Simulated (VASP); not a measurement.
Data:

```xyz
2
Lattice="0.0000 2.9941 2.9941 2.9941 0.0000 2.9941 2.9941 2.9941 0.0000" Properties=species:S:1:pos:R:3 pbc="T T T"
Ge     0.0000     0.0000     0.0000
S      1.4970     1.4970     1.4970
```

Method: PBEsol GGA, VASP's PBE PAW potentials (set 64) (plane waves; VASP). Settings: 500 eV cut-off, 11×11×11 Γ-centred mesh, first-order Methfessel-Paxton smearing of 0.10 eV, potentials Ge_d S.

Task: What does the run give for the energy per atom (σ→0), band gap (on the k-mesh) with the smallest direct gap where there is one?

Result: 
```yaml
band gap (on the k-mesh): none (metal, semimetal or under 0.01 eV)
energy per atom (σ→0): -4.568 eV/atom
```

The absolute energy has meaning only against runs of the same code, potentials and settings.

The structure was generated: GeS was put into the zinc blende type (F-43m), which need not be its known phase. It was relaxed first, which changed the volume by +53 %.
